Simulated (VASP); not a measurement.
# Be3Te2Se (Imm2) in VASP: settings compared

The runs below take Be3Te2Se through single point, with PBE, HSE06.

Everything below comes from runs of VASP 6.6.1. Logs are shortened: lines on timing, memory, paths and dates and some standing lists are left out, and cuts for length are marked.

## 1. The structure

The structure is orthorhombic, space group Imm2 (No. 44). Conventional cell: a = 3.899 Å, b = 11.689 Å, c = 5.501 Å, α = 90.00°, β = 90.00°, γ = 90.00°. Be (site symmetry m) has 1 Se at 2.25 Å and 3 Te at 2.43 to 2.46 Å as nearest neighbours. Be (site symmetry mm2) has 2 Se at 2.31 Å and 2 Te at 2.45 Å as nearest neighbours. Around Te (site symmetry m) lie 4 Be at 2.43 to 2.46 Å. Se (site symmetry mm2) has 4 Be at 2.25 to 2.31 Å as nearest neighbours.

The cell was built by a generator and needn't be a form met in nature.

## 2. Single point, PBE

Input file INCAR:

```
SYSTEM = Be3Te2Se
PREC = Accurate
ENCUT = 520
EDIFF = 1E-7
ISMEAR = 0
SIGMA = 0.02
LREAL = .FALSE.
LASPH = .TRUE.
NELM = 80
ALGO = Normal
ISIF = 2
LWAVE = .FALSE.
LCHARG = .TRUE.
GGA = PE
LVHAR = .TRUE.
KPAR = 8
```

Input file KPOINTS:

```
Automatic mesh
0
G
  6 6 6
  0 0 0
```

Input file POSCAR:

```
Be3Te2Se
1.0
   -1.9494800000      5.8446100000      2.7503100000
    1.9494800000     -5.8446100000      2.7503100000
    1.9494800000      5.8446100000     -2.7503100000
Be Te Se
3 2 1
Direct
    0.6062970000      0.7630470000      0.8432500000
    0.9197960000      0.7630470000      0.1567500000
    0.2245800000      0.7245800000      0.5000000000
    0.6644610000      0.9995180000      0.6649430000
    0.3345760000      0.9995180000      0.3350570000
    0.0000150000      0.0000150000      0.0000000000
```

Potentials or basis: VASP PAW PBE potentials, release 64 (Be, Te, Se).

Started as:

```console
$ cat potpaw_PBE.64/Be/POTCAR potpaw_PBE.64/Te/POTCAR potpaw_PBE.64/Se/POTCAR > POTCAR
$ mpirun -np 8 vasp_std > vasp.out
```

OUTCAR:

```text
SYSTEM = Be3Te2Se
   PREC = Accurate
   ENCUT = 520
   EDIFF = 1E-7
   ISMEAR = 0
   LREAL = .FALSE.
   LASPH = .TRUE.
   NELM = 80
   ISIF = 2
   GGA = PE

 ion  position               nearest neighbor table
   1  0.606  0.763  0.843-   6 2.25   5 2.43   5 2.43   4 2.46
   2  0.920  0.763  0.157-   6 2.25   4 2.43   4 2.43   5 2.46
   3  0.225  0.725  0.500-   6 2.31   6 2.31   5 2.45   4 2.45
   4  0.664  1.000  0.665-   2 2.43   2 2.43   3 2.45   1 2.46
   5  0.335  1.000  0.335-   1 2.43   1 2.43   3 2.45   2 2.46
   6  0.000  0.000  0.000-   2 2.25   1 2.25   3 2.31   3 2.31

  LATTYP: Found a body centered orthorhombic cell.
 ALAT       =     3.8989600000
 B/A-ratio  =     1.4107915957
 C/A-ratio  =     2.9980353735

  Lattice vectors:

 A1 = (   1.9494800000,  -5.8446100000,  -2.7503100000)
 A2 = (  -1.9494800000,  -5.8446100000,   2.7503100000)
 A3 = (  -1.9494800000,   5.8446100000,  -2.7503100000)

Analysis of symmetry for initial positions (statically):
=====================================================================
 Subroutine PRICEL returns:
 Original cell was already a primitive cell.

 Routine SETGRP: Setting up the symmetry group for a
 body centered orthorhombic supercell.

 Subroutine GETGRP returns: Found  4 space group operations
 (whereof  4 operations were pure point group operations)
 out of a pool of  8 trial point group operations.

The static configuration has the point symmetry C_2v.

Analysis of symmetry for dynamics (positions and initial velocities):
=====================================================================
 Subroutine PRICEL returns:
 Original cell was already a primitive cell.

 Routine SETGRP: Setting up the symmetry group for a
 body centered orthorhombic supercell.

 Subroutine GETGRP returns: Found  4 space group operations
 (whereof  4 operations were pure point group operations)
 out of a pool of  8 trial point group operations.

The dynamic configuration has the point symmetry C_2v.

 Subroutine INISYM returns: Found  4 space group operations
 (whereof  4 operations are pure point group operations),
 and found     1 'primitive' translations

----------------------------------------------------------------------------------------

                                     Primitive cell

  volume of cell :     125.3476

  direct lattice vectors                    reciprocal lattice vectors
    -1.949480000  5.844610000  2.750310000     0.000000000  0.085548907  0.181797688
     1.949480000 -5.844610000  2.750310000     0.256478651  0.000000000  0.181797688
     1.949480000  5.844610000 -2.750310000     0.256478651  0.085548907  0.000000000

  length of vectors
     6.747158174  6.747158174  6.747158174     0.200920420  0.314375091  0.270369957

  position of ions in fractional coordinates (direct lattice)
     0.606297000  0.763047000  0.843250000
     0.919796000  0.763047000  0.156750000
     0.224580000  0.724580000  0.500000000
     0.664461000  0.999518000  0.664943000
     0.334576000  0.999518000  0.335057000
     0.000015000  0.000015000  0.000000000

  ion indices of the primitive-cell ions
   primitive index   ion index
                 1           1
                 2           2
                 3           3
                 4           4
                 5           5
                 6           6

----------------------------------------------------------------------------------------

 KPOINTS: Automatic mesh

Automatic generation of k-mesh.
 Grid dimensions read from file:
 generate k-points for:    6    6    6

 Generating k-lattice:

  Cartesian coordinates                     Fractional coordinates (reciprocal lattice)
     0.000000000  0.014258151  0.030299615     0.166666667 -0.000000000  0.000000000
     0.042746442  0.000000000  0.030299615    -0.000000000  0.166666667  0.000000000
     0.042746442  0.014258151  0.000000000     0.000000000  0.000000000  0.166666667

  Length of vectors
     0.033486737  0.052395848  0.045061660

  Shift w.r.t. Gamma in fractional coordinates (k-lattice)
     0.000000000  0.000000000  0.000000000

 Subroutine IBZKPT returns following result:
 ===========================================

 Found     46 irreducible k-points:

 Following reciprocal coordinates:
            Coordinates               Weight
  0.000000  0.000000  0.000000      1.000000
  0.166667  0.000000 -0.000000      4.000000
  0.333333 -0.000000  0.000000      4.000000
  0.500000  0.000000 -0.000000      2.000000
  0.000000  0.166667  0.000000      4.000000
  0.166667  0.166667  0.000000      8.000000
[... 16 lines left out ...]
 -0.166667  0.166667  0.166667      2.000000
  0.166667  0.333333  0.166667      4.000000
 [... further k-points ...]
   k-points           NKPTS =     46   k-points in BZ     NKDIM =     46   number of bands    NBANDS=     16
   number of dos      NEDOS =    301   number of ions     NIONS =      6
   total plane-waves  NPLWV = 125000
   dimension x,y,z NGX =    50 NGY =   50 NGZ =   50
   dimension x,y,z NGXF=   100 NGYF=  100 NGZF=  100
   ions per type =               3   2   1
   NGX,Y,Z   is equivalent  to a cutoff of  12.32, 12.32, 12.32 a.u.
   NGXF,Y,Z  is equivalent  to a cutoff of  24.64, 24.64, 24.64 a.u.
 SYSTEM =  Be3Te2Se
   PREC   = accura    normal or accurate (medium, high low for compatibility)
   ISTART =      0    job   : 0-new  1-cont  2-samecut
   ICHARG =      2    charge: 1-file 2-atom 10-const
   ISPIN  =      1    spin polarized calculation?
   LNONCOLLINEAR =      F non collinear calculations
   LSORBIT =      F    spin-orbit coupling
   LASPH  =      T    aspherical Exc in radial PAW
   ENCUT  =  520.0 eV  38.22 Ry    6.18 a.u.  12.55 12.55 12.55*2*pi/ulx,y,z
   NELM   =     80;   NELMIN=  2; NELMDL= -5     # of ELM steps
   EDIFF  = 0.1E-06   stopping-criterion for ELM
   LREAL  =      F    real-space projection
   EDIFFG = 0.1E-05   stopping-criterion for IOM
   NSW    =      0    number of steps for IOM
   IBRION =     -1    ionic relax: 0-MD 1-quasi-New 2-CG
   NFREE  =      0    steps in history (QN), initial steepest desc. (CG)
   ISIF   =      2    stress and relaxation
   ISYM   =      2    0-nonsym 1-usesym 2-fastsym
   POTIM  = 0.5000    time-step for ionic-motion
   TEBEG  =    0.0;   TEEND  =   0.0 temperature during run
   PSTRESS=    0.0 pullay stress
   NELECT =      24.0000    total number of electrons
   NUPDOWN=      -1.0000    fix difference up-down
   EMIN   =  10.00;   EMAX   =-10.00  energy-range for DOS
   EFERMI =   0.00;   METHOD = LEGACY
   ISMEAR =     0;   SIGMA  =   0.02  broadening in eV -4-tet -1-fermi 0-gaus
   EFERMI_NEDOS =   21; number of points for ismear=-14 and -15
   IALGO  =     38    algorithm
   IMIX   =      4    mixing-type and parameters
     AMIX     =   0.40;   BMIX     =  1.00
     AMIX_MAG =   1.60;   BMIX_MAG =  1.00
  volume/ion in A,a.u.               =      20.89       140.98
  Fermi-wavevector in a.u.,A,eV,Ry     =   0.943568  1.783085 12.113550  0.890321
  Thomas-Fermi vector in A             =   2.071288
   LORBIT       =      0    0 simple, 1 ext, 2 COOP (PROOUT), +10 PAW based schemes
   GGA     = PE    functional components
   LHFCALC =     F    Hartree Fock is set to
   AEXX    =    0.0000 exact exchange contribution
   IVDW    =     0    specifies the selected vdW correction
   LEPSILON=     F    determine dielectric tensor
   LRPA    =     F    only Hartree local field effects (RPA)
 non-spin polarized calculation
 Gauss-broadening in eV      SIGMA  =   0.02
  energy-cutoff  :      520.00
  volume of cell :      125.35
 maximum number of plane-waves:      3402
   NGX = 25   NGY = 25   NGZ = 25

 number of electron      24.0000000 magnetization

 Free energy of the ion-electron system (eV)
  ---------------------------------------------------
  ext. energy  EPLUGINS =         0.00000000
  ---------------------------------------------------
  free energy    TOTEN  =       -23.96409430 eV

  energy without entropy =      -23.96409430  energy(sigma->0) =      -23.96409430

 E-fermi :   4.7437     XC(G=0):  -9.1054

 val. band max:        4.6076433663   @ k =   0.0000   0.0000   0.0000
 cond. band min:       6.5508286476   @ k =   0.5000   0.5000   0.5000
 fundamental gap:      1.9431852813
 Fermi energy:         4.7436925002

 k-point     1 :       0.0000    0.0000    0.0000
  band No.  band energies     occupation
      1      -8.7967      2.00000
      2      -6.8600      2.00000
      3      -5.8088      2.00000
      4      -0.1951      2.00000
      5      -0.1363      2.00000
      6       0.4692      2.00000
[... 8 lines left out ...]
     15       8.4881      0.00000
     16       8.5074      0.00000

 k-point     2 :       0.1667    0.0000   -0.0000
  band No.  band energies     occupation
      1      -8.7480      2.00000
      2      -6.8745      2.00000
      3      -5.9137      2.00000
      4      -0.5575      2.00000
      5      -0.3957      2.00000
      6       1.0482      2.00000
[... 8 lines left out ...]
     15       8.4094      0.00000
     16       8.7268      0.00000

 k-point     3 :       0.3333   -0.0000    0.0000
  band No.  band energies     occupation
      1      -8.6438      2.00000
      2      -6.8573      2.00000
      3      -6.1921      2.00000
      4      -0.9300      2.00000
      5      -0.1463      2.00000
      6       1.8413      2.00000
[... 8 lines left out ...]
     15       8.4223      0.00000
     16       9.2034      0.00000
[... 362 lines left out ...]
 k-point    23 :      -0.1667    0.1667    0.1667
  band No.  band energies     occupation
      1      -8.4334      2.00000
      2      -6.4816      2.00000
      3      -5.6397      2.00000
      4      -0.3015      2.00000
      5      -0.2445      2.00000
      6       0.8054      2.00000
[... 8 lines left out ...]
     15       8.7868      0.00000
     16       9.0009      0.00000

 k-point    24 :       0.1667    0.3333    0.1667
  band No.  band energies     occupation
      1      -8.2469      2.00000
      2      -6.1152      2.00000
      3      -5.7775      2.00000
      4      -0.9951      2.00000
      5      -0.7058      2.00000
      6      -0.0411      2.00000
[... 8 lines left out ...]
     15       9.0838      0.00000
     16       9.3352      0.00000

 [... further k-points ...]

------------------------ aborting loop because EDIFF is reached ----------------------------------------

  FORCE on cell =-STRESS in cart. coord.  units (eV):
  Direction    XX          YY          ZZ          XY          YZ          ZX
  --------------------------------------------------------------------------------------
  -------------------------------------------------------------------------------------
  Total        0.0476337     -0.0101389     -0.0078252      0.0000000      0.0000000      0.0000000
  in kB        0.6088481     -0.1295939     -0.1000201      0.0000000      0.0000000      0.0000000
  external PRESSURE =       0.1264114 kB  Pullay stress =       0.0000000 kB

 VOLUME and BASIS-vectors are now :
 -----------------------------------------------------------------------------
  energy-cutoff  :      520.00
  volume of cell :      125.35
      direct lattice vectors                 reciprocal lattice vectors
    -1.949480000  5.844610000  2.750310000     0.000000000  0.085548907  0.181797688
     1.949480000 -5.844610000  2.750310000     0.256478651  0.000000000  0.181797688
     1.949480000  5.844610000 -2.750310000     0.256478651  0.085548907  0.000000000

 POSITION                                       TOTAL-FORCE (eV/Angst)
 -----------------------------------------------------------------------------------
      1.94948      4.01232      1.44692        -0.000000      0.002976     -0.001216
      0.00000      1.83228      4.19723         0.000000     -0.002976     -0.001216
      1.94948      0.00000      1.23533         0.000000      0.000000      0.003856
      1.94948      1.92806      2.74766         0.000000      0.001377     -0.001343
      1.94948     -1.92805      2.74766        -0.000000     -0.001377     -0.001343
      0.00000      0.00000      0.00008         0.000000     -0.000000      0.001263
 -----------------------------------------------------------------------------------
    total drift:                                0.000569     -0.001728      0.000038

  FREE ENERGIE OF THE ION-ELECTRON SYSTEM (eV)
  ---------------------------------------------------
  free  energy   TOTEN  =       -23.9640943028 eV

  energy  without entropy=      -23.9640943028  energy(sigma->0) =      -23.96409430
```

Run time: 24 s. Hardware: 8 MPI ranks of AMD EPYC 9R45 (Zen 5), shared host; peak memory 0.39 GiB.

Results:

* Free energy: -23.9641 eV
* Pressure: 0.0 GPa
* Largest force: 0.004 eV/Å
* Band gap on the k mesh: 1.94 eV, indirect (least direct gap 2.09 eV)

Forces on the atoms (eV/Å):
```
Be   0.000  0.003 -0.001
Be   0.000 -0.003 -0.001
Be   0.000  0.000  0.004
Te   0.000  0.001 -0.001
Te   0.000 -0.001 -0.001
Se   0.000  0.000  0.001
```

Levels at points of the mesh, in eV from the valence-band top:
```tsv
k point	band 8	band 9	band 10	band 11	band 12	band 13	band 14	band 15	band 16
(0.00, 0.00, 0.00)	-2.65	-1.62	-0.21	-0.21	0.00	2.73	3.38	3.88	3.90
(0.50, 0.00, 0.00)	-2.03	-1.46	-1.26	-1.19	-0.90	2.90	3.44	3.65	4.80
(0.00, 0.50, 0.00)	-3.47	-2.74	-2.30	-1.24	-1.21	3.16	4.45	4.72	4.74
(0.50, 0.50, 0.00)	-3.01	-2.87	-2.58	-2.27	-1.75	2.02	2.94	3.94	4.29
(0.50, 0.50, 0.50)	-2.56	-2.28	-1.77	-0.97	-0.15	1.94	2.93	3.90	4.57
```

Caveat: spin-orbit coupling is left out, which moves the levels of the heavy elements. A hybrid or GW would open this gap; PBE tends to underestimate it.

## 3. Single point, HSE06

POSCAR is that of step 2.

Input file INCAR.step1:

```
SYSTEM = Be3Te2Se
PREC = Accurate
ENCUT = 520
EDIFF = 1E-5
ISMEAR = 0
SIGMA = 0.02
LREAL = .FALSE.
LASPH = .TRUE.
NELM = 40
ALGO = Normal
ISIF = 2
LWAVE = .TRUE.
KPAR = 8
GGA = PE
```

Input file INCAR.step2:

```
SYSTEM = Be3Te2Se
PREC = Accurate
ENCUT = 520
EDIFF = 1E-5
ISMEAR = 0
SIGMA = 0.02
LREAL = .FALSE.
LASPH = .TRUE.
NELM = 40
ALGO = Normal
ISIF = 2
LWAVE = .FALSE.
LCHARG = .FALSE.
GGA = PE
LHFCALC = .TRUE.
HFSCREEN = 0.2
PRECFOCK = Fast
KPAR = 8
ISTART = 1
```

KPOINTS is that of step 2.

Potentials or basis: VASP PAW PBE potentials, release 64 (Be, Te, Se).

Started as:

```console
$ cat potpaw_PBE.64/Be/POTCAR potpaw_PBE.64/Te/POTCAR potpaw_PBE.64/Se/POTCAR > POTCAR
$ cp INCAR.step1 INCAR
$ mpirun -np 8 vasp_std > vasp.out
$ cp INCAR.step2 INCAR
$ mpirun -np 8 vasp_std > vasp.out
```

It took 28 min on 8 MPI ranks of AMD EPYC 9R45 (Zen 5), shared host; peak memory 0.53 GiB.

It converged, with:

```yaml
Free_energy: -27.5367 eV
Pressure: -1.4 GPa
Largest_force: 0.023 eV/Å
Band_gap_on_the_k_mesh: 2.67 eV, indirect (least direct gap 2.82 eV)
```

Forces in eV/Å, atoms in the order of the input:
```
Be   0.000  0.003 -0.009
Be   0.000 -0.003 -0.009
Be   0.000  0.000  0.023
Te   0.000 -0.002  0.007
Te   0.000  0.002  0.007
Se   0.000  0.000 -0.017
```

Levels at points of the mesh, in eV from the valence-band top:
```tsv
k point	band 9	band 10	band 11	band 12	band 13	band 14	band 15	band 16
(0.00, 0.00, 0.00)	-1.76	-0.23	-0.23	0.00	3.57	4.16	4.76	4.81
(0.50, 0.00, 0.00)	-1.55	-1.34	-1.28	-0.97	3.75	4.25	4.49	5.74
(0.00, 0.50, 0.00)	-2.98	-2.47	-1.34	-1.31	3.98	5.30	5.63	5.67
(0.50, 0.50, 0.00)	-3.14	-2.80	-2.45	-1.87	2.74	3.71	4.82	5.15
(0.50, 0.50, 0.50)	-2.47	-1.89	-1.05	-0.15	2.67	3.70	4.82	5.48
```

Caveat: the PAW data sets were made with another functional, which shifts forces and pressure a little; spin-orbit coupling is left out, which moves the levels of the heavy elements. A k mesh can miss the band edges.
